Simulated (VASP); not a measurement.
Method: PBEsol GGA, VASP's PBE PAW potentials (set 64) (plane waves; VASP 6.6.1).

Input for VASP

File POSCAR:
```
Hf2Zr
9.5560320
 -0.2042865700   0.2042865700   0.5000000000
  0.2042865700  -0.2042865700   0.5000000000
  0.2042865700   0.2042865700  -0.5000000000
Zr Hf
1 2
Cartesian
  0.0000000000   0.0000000000   0.0000000000
  0.0000000000  -0.0000000000   0.3353000000
 -0.0000000000   0.0000000000   0.6647000000
```

### INCAR
```
# general
SYSTEM  = Hf2Zr
PREC    = Accurate
ENCUT   = 300
LREAL   = F   # projection in real space or not
LASPH   = T

# electronic loop
EDIFF   = 1E-6   # SCF stop (eV)
NELM    = 100
ALGO    = Normal
LMAXMIX = 6   # l cut-off of mixed one-centre charges

# smearing
ISMEAR  = 0
SIGMA   = 0.05   # width (eV)

# functional
GGA     = PS

# ions
ISIF    = 2   # forces and stress, cell fixed

# output
LWAVE   = F
LCHARG  = F
```

File KPOINTS:
```
Automatic mesh
0
Gamma
7 7 7
0 0 0
```

POTCAR, in this order: Zr_sv Hf_pv (PBE.64 set). Program: vasp_std.

The run wrote:

File OSZICAR:
```
       N       E                     dE             d eps       ncg     rms          rms(c)
DAV:   1     0.123102612931E+03    0.12310E+03   -0.13558E+04  1712   0.103E+03
DAV:   2    -0.214096405304E+02   -0.14451E+03   -0.13951E+03  1784   0.290E+02
DAV:   3    -0.304275262334E+02   -0.90179E+01   -0.82655E+01  2884   0.470E+01
DAV:   4    -0.306990412982E+02   -0.27152E+00   -0.24135E+00  2120   0.685E+00
DAV:   5    -0.307074457335E+02   -0.84044E-02   -0.83780E-02  2384   0.107E+00    0.581E+01
DAV:   6    -0.297355523765E+02    0.97189E+00   -0.11535E+00  1692   0.739E+00    0.335E+01
DAV:   7    -0.294766722702E+02    0.25888E+00   -0.14760E+00  1892   0.772E+00    0.279E+00
DAV:   8    -0.294572077214E+02    0.19465E-01   -0.11122E-01  1940   0.230E+00    0.745E-01
DAV:   9    -0.294570787124E+02    0.12901E-03   -0.11657E-02  2364   0.668E-01    0.219E-01
DAV:  10    -0.294567331335E+02    0.34558E-03   -0.20109E-03  2056   0.192E-01    0.140E-01
DAV:  11    -0.294567216460E+02    0.11487E-04   -0.10862E-04  2072   0.565E-02    0.802E-02
DAV:  12    -0.294567246472E+02   -0.30012E-05   -0.13234E-05  2208   0.235E-02    0.714E-03
DAV:  13    -0.294567241871E+02    0.46014E-06   -0.99551E-07  1380   0.585E-03
   1 F= -.29456724E+02 E0= -.29452733E+02  d E =-.798142E-02
```

**OUTCAR**
```
------------------------ aborting loop because EDIFF is reached ----------------------------------------
  FORCE on cell =-STRESS in cart. coord.  units (eV):
  Direction    XX          YY          ZZ          XY          YZ          ZX
  --------------------------------------------------------------------------------------
  Total       -5.1160131     -5.1160131     -4.1174301      0.0000000     -0.0000000      0.0000000
  in kB     -112.5381603   -112.5381603    -90.5720917      0.0000000     -0.0000000      0.0000000
  external PRESSURE =    -105.2161374 kB  Pullay stress =       0.0000000 kB
  volume of cell :       72.84
      direct lattice vectors                 reciprocal lattice vectors
    -1.952169000  1.952169000  4.778016000     0.000000000  0.256125366  0.104645945
     1.952169000 -1.952169000  4.778016000     0.256125366  0.000000000  0.104645945
     1.952169000  1.952169000 -4.778016000     0.256125366  0.256125366  0.000000000
 POSITION                                       TOTAL-FORCE (eV/Angst)
 -----------------------------------------------------------------------------------
      0.00000      0.00000      0.00000        -0.000000     -0.000000     -0.000000
      0.00000      0.00000      3.20414         0.000000      0.000000     -0.141632
      0.00000      0.00000      6.35189        -0.000000     -0.000000      0.141632
 -----------------------------------------------------------------------------------
    total drift:                                0.000000      0.000000     -0.000000
  FREE ENERGIE OF THE ION-ELECTRON SYSTEM (eV)
  ---------------------------------------------------
  free  energy   TOTEN  =       -29.4567241871 eV

  energy  without entropy=      -29.4487427665  energy(sigma->0) =      -29.45273348
```
(Selected blocks of OUTCAR.)

At this cut-off the stress carries a Pulay error, which pulls relaxed volumes low.

The structure was generated: Hf2Zr was put into an ordered model structure, which need not be its known phase. The cell was not relaxed at this level. The k-mesh is coarse (spacing up to 0.33 per Å, 2π included), so the numbers may not be converged in it. The run is one of a series of settings (GGA = PS against the base run), some of them coarse on purpose.
